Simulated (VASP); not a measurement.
Here is the system:

```xyz
5
Lattice="4.1196 0.0000 0.0000 0.0000 4.1196 0.0000 0.0000 0.0000 4.1196" Properties=species:S:1:pos:R:3 pbc="T T T"
K      0.0000     0.0000     0.0000
Zn     2.0598     2.0598     2.0598
F      2.0598     0.0000     2.0598
F      0.0000     2.0598     2.0598
F      2.0598     2.0598     0.0000
```

These are PBE GGA with D3 dispersion (zero damping), VASP's PBE PAW potentials (set 64) (plane waves; VASP 6.6.1) values and carry that method's errors. Numerical set-up: 520 eV cut-off, Gaussian smearing of 0.050 eV, potentials K_sv Zn F.

Task: Give the energies of bands 9 to 22 at the high-symmetry points, in eV from the valence-band maximum.

Result: 
```csv
band,Γ,X,M,R
9,-3.74,-3.65,-4.96,-4.95
10,-3.74,-3.65,-4.22,-4.95
11,-3.32,-3.60,-3.69,-4.05
12,-3.32,-3.60,-3.69,-4.05
13,-3.32,-3.31,-3.31,-4.05
14,-3.02,-3.02,-2.45,-1.74
15,-3.02,-2.50,-2.03,-1.74
16,-1.74,-1.93,-2.03,-1.74
17,-1.74,-1.71,-1.91,-1.21
18,-1.74,-1.71,-1.57,-1.21
19,-1.57,-1.55,-1.57,-1.21
20,-1.57,-1.49,-1.23,0.00
21,-1.57,-1.49,0.00,0.00
22,3.67,6.31,7.81,8.49
```

The gap is indirect, 3.67 eV, from the valence maximum at R to the conduction minimum at Γ.

The compound is KZnF3 in the cubic perovskite structure. It was relaxed first, which changed the volume by +5 %.
